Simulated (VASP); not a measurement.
VASP ran on this input.

INCAR:
```
SYSTEM = Sn3Te2Se
PREC = Accurate; ENCUT = 400; LREAL = F
LASPH = T
EDIFF = 1E-6; NELM = 100; ALGO = Normal
LMAXMIX = 4; LMIXTAU = T
ISMEAR = 0; SIGMA = 0.05
METAGGA = R2SCAN
IBRION = 2; NSW = 60; ISIF = 3
EDIFFG = -0.02
LWAVE = F; LCHARG = F
```

KPOINTS:
```
Automatic mesh
0
G
5 5 2
```

POSCAR:
```
Sn3Te2Se
1
    4.3669058780    -0.0000000000    -0.0000000000
   -2.1834529390     3.7818518126     0.0000000000
    0.0000000000     0.0000000000    10.6545562832
Sn Te Se
3 2 1
Direct
  0.0000000000   1.0000000000   0.5000000000
  0.3333330000   0.6666670000   0.1517443468
  0.6666670000   0.3333330000   0.8482556532
  0.3333330000   0.6666670000   0.6742143904
  0.6666670000   0.3333330000   0.3257856096
  0.0000000000   1.0000000000   1.0000000000
```

POTCAR, in this order: Sn_d Te Se (PBE.64 set). Program: vasp_std.

Write an equivalent input for Ansatz.

One equivalent input (not run):
Ansatz 0.2 input:
```yaml
crystal:
  lattice:
    - [4.3669059, 0.0000000, 0.0000000]
    - [-2.1834529, 3.7818518, 0.0000000]
    - [0.0000000, 0.0000000, 10.6545563]
  atoms:
    - { symbol: Sn, position: [0.0000000, 1.0000000, 0.5000000] }
    - { symbol: Sn, position: [0.3333330, 0.6666670, 0.1517443] }
    - { symbol: Sn, position: [0.6666670, 0.3333330, 0.8482557] }
    - { symbol: Te, position: [0.3333330, 0.6666670, 0.6742144] }
    - { symbol: Te, position: [0.6666670, 0.3333330, 0.3257856] }
    - { symbol: Se, position: [0.0000000, 1.0000000, 1.0000000] }
kpoints:
  mp_grid: { grid: [5, 5, 2] }
hamiltonian:
  xc: r2scan
  pseudopotentials: { kind: paw }
scf:
  occupations: { method: gaussian, width: 0.05 }
  max_iter: 100
relax:
  max_steps: 60
  f_tol: 0.02
  cell: {}
output: { forces: true, stress: true, eigenvalues: true }
```
Limits of the translation: each code has its own PAW files, so the cut-off isn't converted (ENCUT is set for VASP's; basis.ecutwfc is left out, and Ansatz then takes the one that its files recommend); Ansatz stops its SCF on the density residual and VASP on the energy change (EDIFF).

The structure comes from a computed database's Sn3Te2Se entry (P-3m1); how it stands against other phases isn't given here. This run relaxes it. Symmetry was kept, so distortions that lower it aren't found. The start is the result of an earlier pass.
